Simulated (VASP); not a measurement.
# PmTe (P-6m2) in VASP: settings compared

One crystal, PmTe, is run at these levels: LDA+U, PBE+U; tasks: single point.

All numbers are computed with VASP 6.6.1; they aren't measurements. Logs are shortened: lines on timing, memory, paths and dates and some standing lists are left out, and cuts for length are marked.

### Step 1. The crystal as given

It takes space group P-6m2 (No. 187, hexagonal). The conventional cell has a = 4.181 Å, b = 4.181 Å, c = 4.081 Å, α = 90.00°, β = 90.00°, γ = 120.00°. Pm (site symmetry -6m2) has 6 Te at 3.16 Å as nearest neighbours. Te (site symmetry -6m2) has 6 Pm at 3.16 Å as nearest neighbours.

The cell comes from a database or a generator and needn't be the stable form of this composition.

### Step 2. Single point, LDA+U, collinear spin, random start

INCAR

```
SYSTEM = PmTe
ALGO = Fast ; EDIFF = 1E-7
ENCUT = 520 ; GGA = CA
ISIF = 2 ; ISMEAR = 0
ISPIN = 2 ; LASPH = .TRUE.
LCHARG = .TRUE. ; LDAU = .TRUE.
LDAUJ = 0 0 ; LDAUL = 3 -1
LDAUPRINT = 1 ; LDAUTYPE = 2
LDAUU = 6 0 ; LELF = .TRUE.
LMAXMIX = 6 ; LORBIT = 11
LREAL = .FALSE. ; LVHAR = .TRUE.
LWAVE = .FALSE. ; MAGMOM = 1.37 0
NBANDS = 22 ; NELM = 100
PREC = Accurate ; SIGMA = 0.05
```

KPOINTS

```
k-points
0
G
  5 5 5
  0 0 0
```

POSCAR

```
PmTe
1.0
    4.1812492200      0.0000000000      0.0000000000
   -2.0906246100      3.6210680400      0.0000000000
    0.0000000000      0.0000000000      4.0806920800
Pm Te
1 1
Direct
    0.0000000000      0.0000000000      0.0000000000
    0.6666666667      0.3333333333      0.5000000000
```

Potentials or basis: VASP PAW PBE potentials, release 64 (Pm, Te).

Command:

```
cat potpaw_PBE.64/Pm/POTCAR potpaw_PBE.64/Te/POTCAR > POTCAR
mpirun -np 1 vasp_std > vasp.out
```

OUTCAR:

```text
SYSTEM = PmTe
   EDIFF = 1E-7
   ENCUT = 520
   GGA = CA
   ISIF = 2
   ISMEAR = 0
   ISPIN = 2
   LASPH = .TRUE.
   LORBIT = 11
   LREAL = .FALSE.
   NELM = 100
   PREC = Accurate

 ion  position               nearest neighbor table
   1  0.000  0.000  0.000-   2 3.16   2 3.16   2 3.16   2 3.16   2 3.16   2 3.16
   2  0.667  0.333  0.500-   1 3.16   1 3.16   1 3.16   1 3.16   1 3.16   1 3.16

  LATTYP: Found a hexagonal cell.
 ALAT       =     4.1812492200
 C/A-ratio  =     0.9759504553

  Lattice vectors:

 A1 = (   4.1812492200,   0.0000000000,   0.0000000000)
 A2 = (  -2.0906246100,   3.6210680400,   0.0000000000)
 A3 = (   0.0000000000,   0.0000000000,   4.0806920800)

Analysis of symmetry for initial positions (statically):
=====================================================================
 Subroutine PRICEL returns:
 Original cell was already a primitive cell.

 Routine SETGRP: Setting up the symmetry group for a
 hexagonal supercell.

 Subroutine GETGRP returns: Found 12 space group operations
 (whereof 12 operations were pure point group operations)
 out of a pool of 24 trial point group operations.

The static configuration has the point symmetry D_3h.

Analysis of symmetry for dynamics (positions and initial velocities):
=====================================================================
 Subroutine PRICEL returns:
 Original cell was already a primitive cell.

 Routine SETGRP: Setting up the symmetry group for a
 hexagonal supercell.

 Subroutine GETGRP returns: Found 12 space group operations
 (whereof 12 operations were pure point group operations)
 out of a pool of 24 trial point group operations.

The dynamic configuration has the point symmetry D_3h.

Analysis of structural, dynamic, and magnetic symmetry:
=====================================================================
 Subroutine PRICEL returns:
 Original cell was already a primitive cell.

 Routine SETGRP: Setting up the symmetry group for a
 hexagonal supercell.

 Subroutine GETGRP returns: Found 12 space group operations
 (whereof 12 operations were pure point group operations)
 out of a pool of 24 trial point group operations.

The overall configuration has the point symmetry D_3h.

 Subroutine INISYM returns: Found 12 space group operations
 (whereof 12 operations are pure point group operations),
 and found     1 'primitive' translations

----------------------------------------------------------------------------------------

                                     Primitive cell

  volume of cell :      61.7841

  direct lattice vectors                    reciprocal lattice vectors
     4.181249220  0.000000000  0.000000000     0.239162974  0.138080808  0.000000000
    -2.090624610  3.621068040  0.000000000     0.000000000  0.276161616  0.000000000
     0.000000000  0.000000000  4.080692080     0.000000000  0.000000000  0.245056471

  length of vectors
     4.181249220  4.181249216  4.080692080     0.276161615  0.276161616  0.245056471
[... 122 lines left out ...]
  0.0000  0.9825 -0.0000 -0.0000  0.0000  0.0000  0.0000
 -0.0000 -0.0000  0.0743 -0.0000 -0.0000  0.0000 -0.0000
  0.0000 -0.0000 -0.0000  0.9816  0.0000 -0.0000 -0.0000
  0.0000  0.0000 -0.0000  0.0000  0.0743  0.0000 -0.0000
  0.0000  0.0000  0.0000 -0.0000  0.0000  0.9825 -0.0000
 -0.0000  0.0000 -0.0000 -0.0000 -0.0000 -0.0000  0.9812

spin component  2

  0.0012  0.0000 -0.0000  0.0000 -0.0000 -0.0000  0.0000
  0.0000  0.0038 -0.0000 -0.0000 -0.0000 -0.0000 -0.0000
 -0.0000 -0.0000  0.0028 -0.0000 -0.0000  0.0000 -0.0000
  0.0000 -0.0000 -0.0000  0.0017 -0.0000 -0.0000 -0.0000
 -0.0000 -0.0000 -0.0000 -0.0000  0.0028  0.0000 -0.0000
 -0.0000 -0.0000  0.0000 -0.0000  0.0000  0.0038  0.0000
  0.0000 -0.0000 -0.0000 -0.0000 -0.0000  0.0000  0.0011

 occupancies and eigenvectors

  o =  0.0011  v =  0.0000  0.0000  0.0000  0.0000  0.0000  0.0000  0.0000 -0.0000  0.0000  0.0000  0.0000  0.0000 -0.0000  1.0000      0.0000  0.0000  0.0000  0.0000  0.0000  0.0000  0.0000  0.0000  0.0000  0.0000  0.0000  0.0000  0.0000  0.0000
  o =  0.0012  v =  0.0000  0.0000  0.0000  0.0000  0.0000  0.0000  0.0000  1.0000 -0.0000  0.0000  0.0000  0.0000  0.0000  0.0000      0.0000  0.0000  0.0000  0.0000  0.0000  0.0000  0.0000  0.0000  0.0000  0.0000  0.0000  0.0000  0.0000  0.0000
  o =  0.0017  v =  0.0000  0.0000  0.0000  0.0000  0.0000  0.0000  0.0000  0.0000 -0.0000 -0.0000 -1.0000 -0.0000 -0.0000  0.0000      0.0000  0.0000  0.0000  0.0000  0.0000  0.0000  0.0000  0.0000  0.0000  0.0000  0.0000  0.0000  0.0000  0.0000
  o =  0.0028  v =  0.0000  0.0000  0.0000  0.0000  0.0000  0.0000  0.0000 -0.0000 -0.0000  1.0000 -0.0000  0.0000 -0.0000 -0.0000      0.0000  0.0000  0.0000  0.0000  0.0000  0.0000  0.0000  0.0000  0.0000  0.0000  0.0000  0.0000  0.0000  0.0000
[... 3 lines left out ...]
  o =  0.0208  v =  1.0000 -0.0000  0.0000 -0.0000 -0.0000 -0.0000  0.0000  0.0000  0.0000  0.0000  0.0000  0.0000  0.0000  0.0000      0.0000  0.0000  0.0000  0.0000  0.0000  0.0000  0.0000  0.0000  0.0000  0.0000  0.0000  0.0000  0.0000  0.0000
  o =  0.0743  v = -0.0000 -0.0000  1.0000  0.0000  0.0000 -0.0000  0.0000  0.0000  0.0000  0.0000  0.0000  0.0000  0.0000  0.0000      0.0000  0.0000  0.0000  0.0000  0.0000  0.0000  0.0000  0.0000  0.0000  0.0000  0.0000  0.0000  0.0000  0.0000
  o =  0.0743  v =  0.0000 -0.0000 -0.0000  0.0000  1.0000  0.0000  0.0000  0.0000  0.0000  0.0000  0.0000  0.0000  0.0000  0.0000      0.0000  0.0000  0.0000  0.0000  0.0000  0.0000  0.0000  0.0000  0.0000  0.0000  0.0000  0.0000  0.0000  0.0000
  o =  0.9812  v = -0.0000  0.0000 -0.0000 -0.0000 -0.0000 -0.0000  1.0000  0.0000  0.0000  0.0000  0.0000  0.0000  0.0000  0.0000      0.0000  0.0000  0.0000  0.0000  0.0000  0.0000  0.0000  0.0000  0.0000  0.0000  0.0000  0.0000  0.0000  0.0000
  o =  0.9816  v =  0.0000  0.0000 -0.0000  1.0000 -0.0000  0.0000  0.0000  0.0000  0.0000  0.0000  0.0000  0.0000  0.0000  0.0000      0.0000  0.0000  0.0000  0.0000  0.0000  0.0000  0.0000  0.0000  0.0000  0.0000  0.0000  0.0000  0.0000  0.0000
  o =  0.9825  v =  0.0000  1.0000 -0.0000 -0.0000  0.0000  0.0072 -0.0000  0.0000  0.0000  0.0000  0.0000  0.0000  0.0000  0.0000      0.0000  0.0000  0.0000  0.0000  0.0000  0.0000  0.0000  0.0000  0.0000  0.0000  0.0000  0.0000  0.0000  0.0000
  o =  0.9825  v = -0.0000  0.0072  0.0000  0.0000 -0.0000 -1.0000 -0.0000  0.0000  0.0000  0.0000  0.0000  0.0000  0.0000  0.0000      0.0000  0.0000  0.0000  0.0000  0.0000  0.0000  0.0000  0.0000  0.0000  0.0000  0.0000  0.0000  0.0000  0.0000

 number of electron      20.9999998 magnetization       4.7919983

 Free energy of the ion-electron system (eV)
  ---------------------------------------------------
  ext. energy  EPLUGINS =         0.00000000
  ---------------------------------------------------
  free energy    TOTEN  =       -13.18808513 eV

  energy without entropy =      -13.18604241  energy(sigma->0) =      -13.18706377

 E-fermi :   6.9882     XC(G=0): -10.1083

 val. band max:        6.9350295825   @ k =   0.4000   0.2000   0.2000
 cond. band min:       7.0139507904   @ k =   0.2000   0.2000   0.0000
 fundamental gap:      0.0789212079
 Fermi energy:         6.9881541939

 spin component 1

 k-point     1 :       0.0000    0.0000    0.0000
  band No.  band energies     occupation
      1     -32.8083      1.00000
      2     -13.1459      1.00000
      3     -13.0703      1.00000
      4     -13.0703      1.00000
      5      -5.2152      1.00000
      6       1.3898      1.00000
[... 364 lines left out ...]
     21      12.1523      0.00000
     22      13.2358      0.00000
 Fermi energy:         6.9881541939

 spin component 2

 k-point     1 :       0.0000    0.0000    0.0000
  band No.  band energies     occupation
      1     -30.9636      1.00000
      2     -11.7589      1.00000
      3     -11.6139      1.00000
      4     -11.6139      1.00000
      5      -5.1438      1.00000
      6       4.9223      1.00000
[... 364 lines left out ...]
     21      12.9343      0.00000
     22      13.9825      0.00000

------------------------ aborting loop because EDIFF is reached ----------------------------------------

  FORCE on cell =-STRESS in cart. coord.  units (eV):
  Direction    XX          YY          ZZ          XY          YZ          ZX
  --------------------------------------------------------------------------------------
  -------------------------------------------------------------------------------------
  Total       -0.4827469     -0.4827469     -0.4347322      0.0000000      0.0000000      0.0000000
  in kB      -12.5185348    -12.5185348    -11.2734226      0.0000000      0.0000000      0.0000000
  external PRESSURE =     -12.1034974 kB  Pullay stress =       0.0000000 kB

 VOLUME and BASIS-vectors are now :
 -----------------------------------------------------------------------------
  energy-cutoff  :      520.00
  volume of cell :       61.78
      direct lattice vectors                 reciprocal lattice vectors
     4.181249220  0.000000000  0.000000000     0.239162974  0.138080808  0.000000000
    -2.090624610  3.621068040  0.000000000     0.000000000  0.276161616  0.000000000
     0.000000000  0.000000000  4.080692080     0.000000000  0.000000000  0.245056471

 POSITION                                       TOTAL-FORCE (eV/Angst)
 -----------------------------------------------------------------------------------
      0.00000      0.00000      0.00000         0.000000     -0.000000      0.000000
      2.09062      1.20702      2.04035        -0.000000      0.000000      0.000000
 -----------------------------------------------------------------------------------
    total drift:                               -0.000000      0.000000      0.000000

  FREE ENERGIE OF THE ION-ELECTRON SYSTEM (eV)
  ---------------------------------------------------
  free  energy   TOTEN  =       -13.1880851278 eV

  energy  without entropy=      -13.1860424105  energy(sigma->0) =      -13.18706377

 total charge

# of ion       s       p       d       f       tot
--------------------------------------------------
    1        1.993   5.549   0.608   4.111  12.260
    2        1.348   2.126   0.029   0.000   3.503
--------------------------------------------------
tot          3.341   7.675   0.637   4.111  15.763

 magnetization (x)

# of ion       s       p       d       f       tot
--------------------------------------------------
    1       -0.003   0.017   0.210   4.077   4.300
    2       -0.005  -0.044   0.013   0.000  -0.036
--------------------------------------------------
tot         -0.008  -0.027   0.222   4.077   4.264
```

Run time: 60 s. Hardware: 1 thread of Intel Xeon 6975P-C (Granite Rapids), shared host; peak memory 0.2 GiB.

What came out:

```
Free energy                                           : -13.1881 eV
Pressure                                              : -1.2 GPa
Band gap on the k mesh                                : none (metal or under the smearing width)
Net moment                                            : 4.79 μB per cell
Site moments                                          : Pm +4.30; Te -0.04 μB
Valence electrons inside the program's atomic spheres : Pm 12.26; Te 3.50
```

Eigenvalues of the final occupation matrices:
| site | spin | trace | eigenvalues |
| --- | --- | --- | --- |
| site 1 f | 1 | 4.10 | 0.02 0.07 0.07 0.98 0.98 0.98 0.98 |
| site 1 f | 2 | 0.02 | 0.00 0.00 0.00 0.00 0.00 0.00 0.00 |

Caveat: the magnetic or orbital state may not be the lowest; the PAW data sets were made with another functional, which shifts forces and pressure a little; spin-orbit coupling is left out, which moves the levels of the heavy elements; the U is typed as a test and isn't derived for this compound. The state reached can hang on the start; a lower one may exist.

### Step 3. Single point, LDA+U, collinear spin, ferromagnetic start

INCAR

```
SYSTEM = PmTe
  PREC = Accurate
  ENCUT = 520
  EDIFF = 1E-6
  ISMEAR = 0
  SIGMA = 0.05
  LREAL = .FALSE.
  LASPH = .TRUE.
  NELM = 150
  ALGO = Fast
  ISIF = 2
  LWAVE = .FALSE.
  LCHARG = .FALSE.
  ISPIN = 2
  MAGMOM = 4 0
  LORBIT = 11
  NUPDOWN = 2
  LMAXMIX = 6
  LDAU = .TRUE.
  LDAUTYPE = 2
  LDAUL = 3 -1
  LDAUU = 6 0
  LDAUJ = 0 0
  LDAUPRINT = 1
  GGA = CA
```

KPOINTS

```
Automatic mesh
0
G
  5 5 5
  0 0 0
```

POSCAR is that of step 2.

Potentials or basis: VASP PAW PBE potentials, release 64 (Pm, Te).

Command:

```
cat potpaw_PBE.64/Pm/POTCAR potpaw_PBE.64/Te/POTCAR > POTCAR
mpirun -np 1 vasp_std > vasp.out
```

Wall time 57 s (1 thread of Intel Xeon 6975P-C (Granite Rapids), shared host); peak memory 0.19 GiB.

The run converged. Its results:

```yaml
Free_energy: -11.2873 eV
Pressure: 0.2 GPa
Net_moment: 2.00 μB per cell
Site_moments: Pm +2.24; Te -0.03 μB
Valence_electrons_inside_the_program's_atomic_spheres: Pm 12.34; Te 3.51
```

Stress tensor (GPa, compression positive):
```
 0.35  0.00  0.00
 0.00  0.35  0.00
 0.00  0.00 -0.17
```

Eigenvalues of the final occupation matrices:
```tsv
site	spin	trace	eigenvalues
site 1 f	1	3.31	0.00 0.01 0.01 0.35 0.98 0.98 0.98
site 1 f	2	0.98	0.00 0.00 0.00 0.00 0.00 0.00 0.96
```

Caveat: the magnetic or orbital state may not be the lowest; the moment is held away from its start; the PAW data sets were made with another functional, which shifts forces and pressure a little; spin-orbit coupling is left out, which moves the levels of the heavy elements; the total moment is fixed, so each spin has its own Fermi level; the U is typed as a test and isn't derived for this compound. The state reached can hang on the start; a lower one may exist.

### Step 4. Single point, PBE+U, collinear spin, ferromagnetic start

INCAR

```
SYSTEM = PmTe
  PREC = Accurate
  ENCUT = 520
  EDIFF = 1E-6
  ISMEAR = 0
  SIGMA = 0.05
  LREAL = .False.
  LASPH = .True.
  NELM = 150
  ALGO = Normal
  ISIF = 2
  LWAVE = .False.
  LCHARG = .False.
  ISPIN = 2
  MAGMOM = 4 0
  LORBIT = 11
  LMAXMIX = 6
  LDAU = .True.
  LDAUTYPE = 2
  LDAUL = 3 -1
  LDAUU = 3 0
  LDAUJ = 0 0
  LDAUPRINT = 1
  GGA = PE
```

KPOINTS

```
Automatic mesh
0
Gamma
  5 5 5
  0 0 0
```

POSCAR is that of step 3.

Command:

```
cat potpaw_PBE.64/Pm/POTCAR potpaw_PBE.64/Te/POTCAR > POTCAR
mpirun -np 1 vasp_std > vasp.out
```

It took 31 s on 1 thread of Intel Xeon 6975P-C (Granite Rapids), shared host; peak memory 0.22 GiB.

It converged, with:

```yaml
Free_energy: -13.0255 eV
Pressure: 7.9 GPa
Band_gap_on_the_k_mesh: none (metal or under the smearing width)
Net_moment: 4.98 μB per cell
Site_moments: Pm +4.70; Te -0.06 μB
Valence_electrons_inside_the_program's_atomic_spheres: Pm 12.56; Te 3.54
```

Stress tensor (GPa, compression positive):
```
8.08 0.00 0.00
0.00 8.08 0.00
0.00 0.00 7.48
```

Levels at points of the mesh, in eV from the Fermi level:
Spin up:
| k point | band 9 | band 10 | band 11 | band 12 | band 13 | band 14 | band 15 | band 16 |
| --- | --- | --- | --- | --- | --- | --- | --- | --- |
| (0.00, 0.00, 0.00) | -1.04 | -0.92 | -0.58 | -0.58 | -0.18 | -0.18 | 1.37 | 3.00 |
Spin down:
```csv
k point,band 6,band 7,band 8,band 9,band 10,band 11
"(0.00, 0.00, 0.00)",-1.99,-1.99,-1.51,-0.30,2.08,3.79
```

Eigenvalues of the final occupation matrices:
```tsv
site	spin	trace	eigenvalues
site 1 f	1	4.64	0.00 0.00 0.89 0.89 0.95 0.95 0.96
site 1 f	2	0.01	0.00 0.00 0.00 0.00 0.00 0.00 0.00
```

Caveat: the magnetic or orbital state may not be the lowest; spin-orbit coupling is left out, which moves the levels of the heavy elements; the U is typed as a test and isn't derived for this compound.

### Step 5. Single point, PBE+U, collinear spin, antiferromagnetic start

This run uses another cell than the first one: it holds 4 atoms, not 2.

INCAR

```
SYSTEM = PmTe
PREC     = Accurate       ! precision mode
ENCUT    = 520            ! plane-wave cutoff, eV
EDIFF    = 1E-7           ! SCF threshold, eV
ISMEAR   = 0              ! smearing method
SIGMA    = 0.05           ! smearing width, eV
LREAL    = .False.        ! projectors in reciprocal space
LASPH    = .True.         ! aspherical terms in the spheres
NELM     = 150            ! most SCF steps
ALGO     = Normal         ! electronic algorithm
ISIF     = 2              ! what is computed and relaxed
LWAVE    = .False.        ! write WAVECAR
LCHARG   = .False.        ! write CHGCAR
ISPIN    = 2              ! spin polarisation
MAGMOM   = 4 -4 0 0       ! initial moments
LORBIT   = 11             ! projections on sites
LMAXMIX  = 6              ! l up to which the mixer works
LDAU     = .True.         ! DFT+U
LDAUTYPE = 2            
LDAUL    = 3 -1           ! shell
LDAUU    = 3 0            ! U, eV
LDAUJ    = 0 0          
LDAUPRINT= 1            
GGA      = PE             ! functional
```

KPOINTS

```
Automatic mesh
0
Gamma
  5 5 3
  0 0 0
```

POSCAR

```
PmTe
1.0
    4.1812492200      0.0000000000      0.0000000000
   -2.0906246100      3.6210680400      0.0000000000
    0.0000000000      0.0000000000      8.1613841600
Pm Te
2 2
Direct
    0.0000000000      0.0000000000      0.0000000000
    0.0000000000      0.0000000000      0.5000000000
    0.6666666667      0.3333333333      0.2500000000
    0.6666666667      0.3333333333      0.7500000000
```

Command:

```
cat potpaw_PBE.64/Pm/POTCAR potpaw_PBE.64/Te/POTCAR > POTCAR
mpirun -np 1 vasp_std > vasp.out
```

Run time: 74 s. Hardware: 1 thread of Intel Xeon 6975P-C (Granite Rapids), shared host; peak memory 0.32 GiB.

The run converged. Its results:

- Free energy: -26.0206 eV
- Pressure: 7.7 GPa
- Band gap on the k mesh: none (metal or under the smearing width)
- Net moment: 0.00 μB per cell
- Site moments: Pm +4.67, -4.67; Te +0.00 μB
- Valence electrons inside the program's atomic spheres: Pm 12.55; Te 3.54

Stress tensor (GPa, compression positive):
```
7.94 0.00 0.00
0.00 7.94 0.00
0.00 0.00 7.11
```

Levels at points of the mesh, in eV from the Fermi level:
Spin up:
```tsv
k point	band 19	band 20	band 21	band 22	band 23	band 24
(0.00, 0.00, 0.00)	-0.59	-0.58	0.02	0.02	1.49	1.49
```
Spin down:
| k point | band 17 | band 18 | band 19 | band 20 | band 21 | band 22 | band 23 | band 24 | band 25 |
| --- | --- | --- | --- | --- | --- | --- | --- | --- | --- |
| (0.00, 0.00, 0.00) | -1.08 | -0.59 | -0.59 | -0.58 | 0.02 | 0.02 | 1.49 | 1.49 | 1.63 |

Eigenvalues of the final occupation matrices:
| site | spin | trace | eigenvalues |
| --- | --- | --- | --- |
| site 1 f | 1 | 4.63 | 0.00 0.00 0.88 0.88 0.95 0.95 0.97 |
| site 1 f | 2 | 0.01 | 0.00 0.00 0.00 0.00 0.00 0.00 0.00 |
| site 2 f | 1 | 0.01 | 0.00 0.00 0.00 0.00 0.00 0.00 0.00 |
| site 2 f | 2 | 4.63 | 0.00 0.00 0.88 0.88 0.95 0.95 0.97 |

Caveat: the magnetic or orbital state may not be the lowest; spin-orbit coupling is left out, which moves the levels of the heavy elements; the U is typed as a test and isn't derived for this compound. The state reached can hang on the start; a lower one may exist.

### Step 6. Summary

```tsv
level	spin	U	fixed moment (μB)	k mesh	further INCAR settings	supercell matrix	gap on the mesh (eV)	pressure (GPa)	moment (μB)
LDA+U	collinear, random start	Pm f U = 6 eV	-	5 × 5 × 5	ALGO = Fast; EDIFF = 1e-07; NBANDS = 22	-	none	-1.2	4.79
LDA+U	collinear, ferromagnetic start	Pm f U = 6 eV	2	5 × 5 × 5	ALGO = Fast; EDIFF = 1e-06	-	-	0.2	2.00
PBE+U	collinear, ferromagnetic start	Pm f U = 3 eV	-	5 × 5 × 5	ALGO = Normal; EDIFF = 1e-06	-	none	7.9	4.98
PBE+U	collinear, antiferromagnetic start	Pm f U = 3 eV	-	5 × 5 × 3	ALGO = Normal; EDIFF = 1e-07	[1, 0, 0, 0, 1, 0, 0, 0, 2]	none	7.7	0.00
```

Alike in all rows: task single point; potentials or basis VASP PAW PBE potentials, release 64 (Pm, Te); cell as given; cutoff (eV) 520; smearing gaussian 0.05 eV.

Every run on the cell as given and a fine mesh finds a metal. The pressure there spans -1.2 GPa (LDA+U) to 7.9 GPa (PBE+U); a positive pressure means that this level wants a larger cell, a negative one a smaller.

Caveats: the magnetic or orbital state may not be the lowest; spin-orbit coupling is left out, which moves the levels of the heavy elements; the U is typed as a test and isn't derived for this compound; the PAW data sets were made with another functional, which shifts forces and pressure a little (some runs); the moment is held away from its start (some runs); the total moment is fixed, so each spin has its own Fermi level (some runs).

Total energies depend on the potentials used, so only differences within one code and one set of settings carry meaning.
